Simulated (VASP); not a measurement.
Method: PBE GGA, VASP's PBE PAW potentials (set 64) (plane waves; VASP).

The input files of a VASP run:

**POSCAR**
```
AlN
1
    1.5861000000    -2.7472060000     0.0000000000
    1.5861000000     2.7472060000     0.0000000000
    0.0000000000     0.0000000000     5.0796000000
Al N
2 2
Direct
  0.6666670000   0.3333330000   0.5000000000
  0.3333330000   0.6666670000   0.0000000000
  0.6666670000   0.3333330000   0.8820000000
  0.3333330000   0.6666670000   0.3820000000
```

File KPOINTS:
```
Automatic mesh
0
G
  7 7 4
0 0 0
```

**INCAR**
```
EDIFF  =  1E-6   # SCF stop (eV)
NELM  =  100
SIGMA  =  0.05   # width (eV)
ISMEAR  =  2
LWAVE  =  .False.
LREAL  =  .False.   # projection in real space or not
ISIF  =  2
PREC  =  Accurate
LASPH  =  .True.   # aspherical one-centre terms
ENCUT  =  520
GGA  =  PE   # PBE
SYSTEM  =  AlN
LCHARG  =  .False.
ALGO  =  Normal
```

POTCAR, in this order: Al N (PBE.64 set). Program: vasp_std.

What will the output report for the number of irreducible k-points (NKPTS), number of bands (NBANDS), largest plane-wave count, number of space-group operations, FFT grid (NGX, NGY, NGZ)?

```yaml
number of irreducible k-points (NKPTS): 24
number of bands (NBANDS): 12
largest_plane_wave_count: 1202
number_of_space_group_operations: 12
FFT grid (NGX, NGY, NGZ): 24 × 24 × 40
```

The compound is AlN in the wurtzite structure. The cell was not relaxed at this level. The run is one of a series of settings (ISMEAR = 2 against the base run), some of them coarse on purpose.
